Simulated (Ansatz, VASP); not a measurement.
## Cross-check of GaAsCl2 (Cl-GaAs-Cl chair monolayer) between VASP and Ansatz

Wanted: the spread between two codes on one cell, functional and k mesh. The structure shown is the start of the Ansatz relaxation below; VASP solves that cell, so the two are compared at the walk's first step.

Program: Ansatz 0.2.0. Level of theory: plane waves, with VASP 6.6.1 beside it; single point at PBE with D3(BJ). Results are calculated unless marked as measured.

## Step 1: The structure

The cell holds 4 atoms: 2 Cl, 1 As and 1 Ga. Cell: a = 3.977 Å, b = 3.976 Å, c = 41.553 Å, α = 90.0°, β = 90.0°, γ = 120.0°. Vacuum lies along c.

## Step 2: Ansatz: relaxation, PBE with D3(BJ)

Ansatz runs on its PAW soft_1 files.

The two programs are compared at the cell with which this relaxation starts, whose forces are those of its first step.

The input, input.yaml:

```yaml
crystal:
  lattice:
    - [3.9765, 0.0, 0.0]
    - [-1.98825, 3.4437500181, 0.0]
    - [0.0, 0.0, 41.5533333335]
  atoms:
    - { symbol: Cl, position: [0.6666666667, 0.3333333333, 0.4367880635] }
    - { symbol: As, position: [0.6666666667, 0.3333333333, 0.4899727258] }
    - { symbol: Ga, position: [0.3333333333, 0.6666666667, 0.5093053105] }
    - { symbol: Cl, position: [0.3333333333, 0.6666666667, 0.5632119365] }
  periodic: [true, true, false]
kpoints:
  mp_grid: { grid: [12, 12, 1] }
hamiltonian:
  xc: pbe
  dispersion: d3bj
  pseudopotentials: { kind: paw, azcp: { folder: soft_1 } }
scf:
  occupations: { method: fermi_dirac, width: 0.05 }
  convergence: { dr2_threshold: 1.0e-09 }
relax:
  f_tol: 0.004
  max_steps: 90
  cell: {}
output:
  write_potential: true
  write_density: true
  volumetric_format: npy
```

Command:

```sh
ansatz run input.yaml --threads 2 --pin off --max-ram 3072MiB --backend cpu --events-out ev --progress --plain --runs-dir out
```

Numbers of over 12 decimals in the logs are rounded to 6 here.

Log:

```text
Warning: relax.cell: scf.convergence.dr2_threshold = 1e-9 eV is looser than the 1.71921609797e-10 eV advised for a relaxation that steers and ends on the stress (1e-10 eV for each atom of the cell: 4, times the square of relax.cell.stress_2d_tol = 0.05 N/m over 15.3 Å (the atoms' height at the walk's start and 5 Å past either face), 3.278e-2 GPa, over a crystal's default 0.05). What an SCF threshold leaves in a stress goes as its square root, and in the free energy as the threshold itself, and one threshold admits the most on a small cell: [figures from the program's tests cut] Set scf.convergence.dr2_threshold to 1.71921609797e-10 eV or tighter. [rest of the remark cut]
Engine: ansatz 0.2.0, aarch64-unknown-linux-gnu
Pseudopotentials: kind: paw
Pseudopotential: Cl, paw, valence charge 7, recommended cutoff 420 eV (normal), soft_1/Cl.paw.azcp
Pseudopotential: As, paw, valence charge 15, recommended cutoff 420 eV (normal), soft_1/As.paw.azcp
Pseudopotential: Ga, paw, valence charge 13, recommended cutoff 420 eV (normal), soft_1/Ga.paw.azcp
Functional definition: PBE
  parameter kappa = 0.804
  parameter beta = 0.066725
  exchange = pbe_x(kappa = kappa, mu = beta*pi^2/3)
  correlation = pbe_c(beta = beta)
Crystal: 4 atoms, lattice volume = 569.034 Å³
Basis set: ecut = 420 eV, 11239 PW (Γ), exchange–correlation on 54×54×576 points (8 copies of the dense FFT grid, shifted against one another)
Bands: 26, of which v1, the nominal top of the filled ones, is band 21 counted from 1 (20 counted from 0)
Symmetry: 6 space group operations
Space group: P3m1 (ITA 156), of the structure as read, at distance tolerance 8.3e-5 Å
k-points: 19 of 144 (time reversal used)
Non-local potential: Cl, projectors of the file, l = 0: 2, l = 1: 2, l = 2: 1
Non-local potential: As, projectors of the file, l = 0: 2, l = 1: 2, l = 2: 3, l = 3: 1
Non-local potential: Ga, projectors of the file, l = 0: 2, l = 1: 2, l = 2: 3, l = 3: 1
PAW form: soft (Blöchl's): semilocal exchange-correlation on the pseudo side does not see the compensation charge
PAW one-centre angular grid: Cl, 110 points (default); XC on 64 Gauss nodes
PAW one-centre angular grid: As, 590 points (default); XC on 64 Gauss nodes
PAW one-centre angular grid: Ga, 590 points (default); XC on 64 Gauss nodes
Initial density: superposition of atomic densities (neutral atoms: chi_scale 0, normalization atom)
Initial wavefunctions: pseudopotential atomic-orbital guess
Functional: x = pbe(κ = 0.804, μ = 0.219515), c = pbe(β = 0.066725)
SCF iter   1: F=—  HF=-10801.616376 eV  |F-HF|=—  |Δ(HF+E_count)|=         —  Δρ=1.59e-2  dr2=2.01e0  ethr=3.10e-3  ⟨swp⟩=12.8  Hψ=3490  notcnv=0
preconditioner: auto → Resta (q_TF=auto, 1.767 Å⁻¹)  ε∞=1.4  [insulator: Δε(μ)=1.246 eV  Ē_g=13.190 eV  σ=0.050 eV  W_gap=1.00  n_scr=22 (ndim 8)  ℏωp=8.8 eV  f_vac=0.792  D(μ)=0.00/eV (n_scr^D=0)  ε∞_Penn≈1.4  vacuum switching on, ρ_ref=1.3e-2 e/Å³]
SCF iter   2: F=—  HF=-10801.317258 eV  |F-HF|=—  |Δ(HF+E_count)|=   2.99e-1  Δρ=9.59e-3  dr2=1.20e0  ethr=3.10e-3  ⟨swp⟩=5.3  Hψ=1242  notcnv=0  defer=8
SCF iter   3: F=—  HF=-10801.238752 eV  |F-HF|=—  |Δ(HF+E_count)|=   7.85e-2  Δρ=6.02e-3  dr2=6.11e-1  ethr=2.86e-3  ⟨swp⟩=4.6  Hψ=1013  notcnv=0  defer=8
SCF iter   4: F=—  HF=-10801.182182 eV  |F-HF|=—  |Δ(HF+E_count)|=   5.66e-2  Δρ=3.15e-3  dr2=1.14e-1  ethr=1.46e-3  ⟨swp⟩=4.1  Hψ=914  notcnv=0  defer=8
SCF iter   5: F=—  HF=-10801.163133 eV  |F-HF|=—  |Δ(HF+E_count)|=   1.90e-2  Δρ=1.10e-3  dr2=1.21e-2  ethr=2.72e-4  ⟨swp⟩=3.5  Hψ=820  notcnv=0  defer=8
SCF iter   6: F=—  HF=-10801.162449 eV  |F-HF|=—  |Δ(HF+E_count)|=   6.84e-4  Δρ=4.84e-4  dr2=8.97e-4  ethr=2.87e-5  ⟨swp⟩=2.8  Hψ=1001  notcnv=0  defer=8
SCF iter   7: F=—  HF=-10801.162259 eV  |F-HF|=—  |Δ(HF+E_count)|=   1.90e-4  Δρ=1.62e-4  dr2=1.77e-4  ethr=2.14e-6  ⟨swp⟩=2.7  Hψ=902  notcnv=0  defer=8
SCF iter   8: F=—  HF=-10801.162263 eV  |F-HF|=—  |Δ(HF+E_count)|=   3.49e-6  Δρ=6.52e-5  dr2=5.39e-5  ethr=4.21e-7  ⟨swp⟩=3.1  Hψ=918  notcnv=0  defer=8
SCF iter   9: F=—  HF=-10801.162261 eV  |F-HF|=—  |Δ(HF+E_count)|=   1.72e-6  Δρ=2.56e-5  dr2=7.96e-6  ethr=1.28e-7  ⟨swp⟩=2.4  Hψ=686  notcnv=0  defer=8
SCF iter  10: F=—  HF=-10801.162256 eV  |F-HF|=—  |Δ(HF+E_count)|=   5.17e-6  Δρ=5.94e-6  dr2=2.38e-7  ethr=1.90e-8  ⟨swp⟩=3.2  Hψ=819  notcnv=0  defer=8
[...]
SCF iter   6: F=-10801.283844 eV  HF=-10801.283844 eV  |F-HF|=2.07e-10  |Δ(HF+E_count)|=   2.19e-9  Δρ=2.70e-7  dr2=3.40e-10  ethr=2.38e-12  ⟨swp⟩=11.4  Hψ=3859  notcnv=0
SCF 6 converged in 6 iterations: F = -10801.283844 eV  dr2 = 3.40e-10
relax step   6: F+E_penalty+E_count = -10801.28384410 eV  Δ(F+E_penalty+E_count) = -1.625e-6 eV  max|allowed force component| = 3.132e-4 eV/Å  Δτ_max = 0.0004 Å  P = +0.003 N/m  Ω = 610.078 Å³  energy of the carried Pulay correction = -8.596e-4 eV  fix = [c, alpha, beta]  reactions: c +0.000 N/m  (6 SCF iters, accepted)
Basis set: ecut = 420 eV, 11791 PW (Γ), exchange–correlation on 60×60×576 points (8 copies of the dense FFT grid, shifted against one another)
Initial wavefunctions: pseudopotential atomic-orbital guess (no wavefunctions were taken with the density)
iter 1 solved again at ethr=3.05e-6 eV; its pass at ethr=3.10e-3 eV (dr2=1.28e-3 eV) is discarded
SCF iter   1: F=—  HF=-10801.276923 eV  |F-HF|=—  |Δ(HF+E_count)|=         —  Δρ=1.71e-4  dr2=5.55e-6  ethr=3.05e-6  ⟨swp⟩=4.5  Hψ=5083  notcnv=0
eigensolver tolerance schedule: the retry pair's looser diagonalisation over-reported the residual by 229.95 of it (diagonalisation noise at 0.29 of the residual, at the tolerance the schedule requests for it); recorded, not acted on — ethr = c·dr2/N_el stays at c = 1.0e-1
preconditioner: auto → Resta (q_TF=auto, 1.747 Å⁻¹)  ε∞=1.4  [insulator: Δε(μ)=0.941 eV  Ē_g=13.130 eV  σ=0.050 eV  W_gap=1.00  n_scr=22 (ndim 8)  ℏωp=8.5 eV  f_vac=0.800  D(μ)=0.00/eV (n_scr^D=0)  ε∞_Penn≈1.4  vacuum switching on, ρ_ref=1.3e-2 e/Å³]
SCF iter   2: F=—  HF=-10801.282320 eV  |F-HF|=—  |Δ(HF+E_count)|=   5.40e-3  Δρ=8.72e-5  dr2=2.67e-6  ethr=1.32e-8  ⟨swp⟩=3.2  Hψ=1191  notcnv=0
SCF iter   3: F=—  HF=-10801.284432 eV  |F-HF|=—  |Δ(HF+E_count)|=   2.11e-3  Δρ=2.77e-5  dr2=1.21e-6  ethr=6.36e-9  ⟨swp⟩=2.6  Hψ=866  notcnv=0
SCF iter   4: F=—  HF=-10801.284761 eV  |F-HF|=—  |Δ(HF+E_count)|=   3.30e-4  Δρ=4.28e-6  dr2=4.61e-8  ethr=2.88e-9  ⟨swp⟩=2.9  Hψ=874  notcnv=0
SCF iter   5: F=—  HF=-10801.284779 eV  |F-HF|=—  |Δ(HF+E_count)|=   1.78e-5  Δρ=1.50e-6  dr2=7.58e-8  ethr=1.10e-10  ⟨swp⟩=3.0  Hψ=941  notcnv=0
SCF iter   6: F=—  HF=-10801.284780 eV  |F-HF|=—  |Δ(HF+E_count)|=   1.11e-6  Δρ=4.58e-7  dr2=3.58e-9  ethr=1.10e-10  ⟨swp⟩=1.8  Hψ=554  notcnv=0
SCF iter   7: F=-10801.284781 eV  HF=-10801.284780 eV  |F-HF|=3.65e-8  |Δ(HF+E_count)|=   1.25e-7  Δρ=1.75e-7  dr2=2.96e-10  ethr=2.38e-12  ⟨swp⟩=18.9  Hψ=4098  notcnv=0
SCF 7 converged in 7 iterations: F = -10801.284781 eV  dr2 = 2.96e-10
relax step   7: F+E_penalty+E_count = -10801.28478052 eV  Δ(F+E_penalty+E_count) = -9.364e-4 eV  max|allowed force component| = 7.674e-4 eV/Å  Δτ_max = 0.0000 Å  P = +0.005 N/m  Ω = 610.078 Å³  fix = [c, alpha, beta]  reactions: c +0.000 N/m  stress off target by 5.30e-3 N/m on what of the cell is left free  SCF on the basis re-selected at this cell (its energy is not comparable with the rows above)  (7 SCF iters)
basis re-selected at this cell: Δ(F+E_penalty+E_count) = -9.364e-4 eV, ΔP = +0.003 N/m vs the last step (what re-selecting the basis moved, of the pressure what is left beyond the Pulay correction that the steps carried, after the strain that the cell walked since its last selection, with what the two solves' SCF thresholds leave and, on support functions, any second-order correction that the steps lacked; it is no measure of the basis error at this ecutwfc). The dense FFT grid was sized anew with the basis: this SCF ran on 30×30×288 points, the steps before it on 27×27×288, so part of this shift can come from that change (see relax.cell in the input reference). [rest of the remark cut]
WARN: The output density's exchange-correlation potential varies sharply where the density is thin. Do not read a vacuum level from v_tot or v_xc, or from such a field of the output density. On a cell that repeats whose density bears no net charge and no dipole along the vacuum's axis use v_es (v_loc + v_h of the components); under efield.dipole_correction with no amplitude use v_es + v_field, which holds any externa [...]
SCF converged after 7 iterations
Free energy (F): -10801.284781 eV
Harris-Foulkes:  -10801.284780 eV  (|F-HF|=3.65e-8)
Internal energy: -10801.284778 eV  (E = F + TS)
E sigma→0 (E₀):  -10801.284779 eV
Entropy (-TS):   -0.000002 eV (-0.001 meV/atom)
Fermi energy:    -6.009670 eV
--- Per-component energies (eV) ---
  E_band       = -898.796567
  E_kinetic    = 512.348394
  E_local      = -98252.115406  (includes V_loc(G=0)·N_el)
  E_nonlocal   = -422.699651
  E_hartree    = 49075.323427
  E_xc         = -346.958143
  E_vxc        = -360.309085  (∫ρ·V_xc dr)
  E_paw        = -5324.080547  (= ΣΔE_a)
  E_vpaw       = -526.667232  (= ΣTr[D̂ρ^β])
  E_aug_tail   = -0.000007  (compensation charges beyond the density's cutoff)
  E_ewald      = 43957.543842
  E_disp       = -0.646688  (pairwise vdW)
  E_smearing   = -0.000002  (= −TS)
  E_closure    = 0.000000  (closes the sum)
  Σ components = -10801.284781   (vs F -10801.284781, Δ=0.00e0)
--- Forces (eV/Å), atoms counted from 1 ---
  atom   1  Cl     0.00000000     0.00000000     0.00076980
  atom   2  As    -0.00000000    -0.00000000    -0.00071990
  atom   3  Ga     0.00000000    -0.00000000     0.00005061
  atom   4  Cl     0.00000000     0.00000000    -0.00009092
  max |Σ_I F_I| component: 9.58e-6 eV/Å
--- 2D stress c σ (N/m, compression-positive) ---
        0.005304       0.000000      -0.000000
        0.000000       0.005304      -0.000000
       -0.000000      -0.000000       0.000000
  P = ½ c Tr σ = 0.0053 N/m
--- Band table (eV; the first three rows and the last of 19) ---
  k-point 0: bands = [... 17 lower, -7.9396, -7.9396, -6.5115, -6.5115, -5.5709, -4.4446, -1.8522, -1.8522, ... 1 higher]
  k-point 1: bands = [... 17 lower, -8.0371, -7.9652, -7.0408, -6.5840, -4.9230, -4.3905, -1.9539, -1.6311, ... 1 higher]
  k-point 2: bands = [... 17 lower, -8.2686, -8.0339, -7.6164, -6.7530, -4.2707, -4.1825, -1.8843, -1.0430, ... 1 higher]
  k-point 18: bands = [... 17 lower, -8.8990, -8.5144, -8.3660, -7.8753, -3.5934, -1.8112, -0.5713, -0.4315, ... 1 higher]
  the weakly bound empty levels are not read free of the cell's end (no_gap_told)
--- Relaxed structure (6 steps of the walk, 6 accepted, 1 SCFs on fresh bases) ---
  F+E_penalty+E_count = -10801.28478052 eV   max|allowed force component| = 7.674e-4 eV/Å   (the final SCF, on the basis selected at the relaxed cell)
  cell:  # Å, volume = 610.0783 Å³
    - [4.117414, 0.0, 0]
    - [-2.058707, 3.565785, 0]
    - [0, 0, 41.5533333335]
  atoms:
    - { symbol: Cl, position: [0.666667, 0.333333, 0.438495] }
    - { symbol: As, position: [0.666667, 0.333333, 0.491160] }
    - { symbol: Ga, position: [0.333333, 0.666667, 0.508861] }
    - { symbol: Cl, position: [0.333333, 0.666667, 0.560762] }
```

## Step 3: VASP: single point, PBE with D3(BJ), start cell

The same cell, functional, mesh and smearing now go to VASP, with its own data sets.

Lines of VASP's logs that name or quote its potential files are left out, and so is its time.

The input, INCAR:

```
SYSTEM = GaAsCl2
PREC = Accurate
ENCUT = 400
EDIFF = 1E-06
NELM = 120
ISMEAR = -1
SIGMA = 0.05
LREAL = .FALSE.
ALGO = Normal
GGA = PE
IVDW = 12
NBANDS = 22
LORBIT = 11
LWAVE = .FALSE.
LCHARG = .FALSE.
ISIF = 2
LDIPOL = .TRUE.
IDIPOL = 3
DIPOL = 0.5 0.5 0.5
LVHAR = .TRUE.
LASPH = .TRUE.
GGA_COMPAT = .FALSE.
EFERMI = MIDGAP
NELMDL = -8
```

The input, POSCAR:

```
GaAsCl2
1.0
    3.9765000000      0.0000000000      0.0000000000
   -1.9882500000      3.4437500000      0.0000000000
    0.0000000000      0.0000000000     41.5533330000
Cl As Ga
2 1 1
Direct
    0.6666667151      0.3333334301      0.4367880670
    0.3333333818      0.6666667634      0.5632119330
    0.6666667151      0.3333334301      0.4899727297
    0.3333333818      0.6666667634      0.5093053065
```

The input, KPOINTS:

```
Automatic mesh
0
Gamma
12 12 1
0 0 0
```

Potentials, in the order of the species: Cl, As and Ga_d (PBE family, release 64).

Command:

```sh
mpirun -np 1 vasp_std
```

Log:

```text
[banner, memory and clock lines left out]
running    1 mpi-ranks, on    1 nodes
 distrk:  each k-point on    1 cores,    1 groups
 distr:  one band on    1 cores,    1 groups

 POSCAR found type information on POSCAR ClAsGa
 POSCAR found :  3 types and       4 ions
 LDA part: xc-table for (Slater+PW92), standard interpolation
 POSCAR, INCAR and KPOINTS ok, starting setup
 FFT: planning ... GRIDC
 FFT: planning ... GRID_SOFT
 FFT: planning ... GRID
 WAVECAR not read
 entering main loop
       N       E                     dE             d eps       ncg     rms          rms(c)
DAV:   1     0.223776014288E+03    0.22378E+03   -0.99913E+03  1012   0.849E+02
DAV:   2     0.238813254321E+02   -0.19989E+03   -0.19329E+03  1330   0.194E+02
DAV:   3    -0.124950855073E+02   -0.36376E+02   -0.35871E+02  1020   0.878E+01
DAV:   4    -0.139815782662E+02   -0.14865E+01   -0.14791E+01  1122   0.224E+01
DAV:   5    -0.140270101235E+02   -0.45432E-01   -0.45395E-01  1094   0.374E+00
DAV:   6    -0.140298783177E+02   -0.28682E-02   -0.28681E-02  1294   0.932E-01
DAV:   7    -0.140298986050E+02   -0.20287E-04   -0.20286E-04  1118   0.852E-02
DAV:   8    -0.140298992147E+02   -0.60973E-06   -0.60995E-06  1008   0.144E-02    0.717E+00
DAV:   9    -0.135961459837E+02    0.43375E+00   -0.49746E-01  1362   0.123E+01    0.498E+00
DAV:  10    -0.135580973128E+02    0.38049E-01   -0.55446E-01  1186   0.911E+00    0.105E+00
DAV:  11    -0.135443279063E+02    0.13769E-01   -0.11863E-01  1158   0.467E+00    0.471E-01
DAV:  12    -0.135454373264E+02   -0.11094E-02   -0.20786E-02  1066   0.831E-01    0.162E-01
DAV:  13    -0.135454858881E+02   -0.48562E-04   -0.11663E-03  1492   0.474E-01    0.964E-02
DAV:  14    -0.135458462783E+02   -0.36039E-03   -0.64309E-04  1022   0.170E-01    0.549E-02
[...]
DAV:  19    -0.135463023252E+02   -0.86792E-04   -0.23788E-06   840   0.132E-02    0.218E-03
DAV:  20    -0.135463400191E+02   -0.37694E-04   -0.58574E-07   754   0.487E-03    0.235E-03
DAV:  21    -0.135463667315E+02   -0.26712E-04   -0.58885E-07   700   0.516E-03    0.132E-03
DAV:  22    -0.135463872920E+02   -0.20560E-04   -0.59977E-07   706   0.762E-03    0.158E-03
DAV:  23    -0.135463886156E+02   -0.13236E-05   -0.94564E-08   754   0.261E-03    0.820E-04
DAV:  24    -0.135463910853E+02   -0.24697E-05   -0.52126E-08   664   0.129E-03    0.247E-04
DAV:  25    -0.135463935738E+02   -0.24885E-05   -0.41700E-08   718   0.111E-03    0.252E-04
DAV:  26    -0.135463942982E+02   -0.72440E-06   -0.12609E-08   730   0.734E-04
   1 F= -.14237541E+02 E0= -.14237541E+02  d E =-.370536E-07
```

(Continued in part 2 of 2.)

[Lines on the potential files, build, host, timing and source positions are cut from VASP's logs without a mark.]

[Logs are printed without paths, hosts, clocks, repeated set-up lines and the standing remarks that a program may print on its own settings, such as how far it seeks lower states.]

[Hosts, paths, dates, database ids (printed as entryN), source tags and the programs' standing remarks are cut or masked in the printed files.]
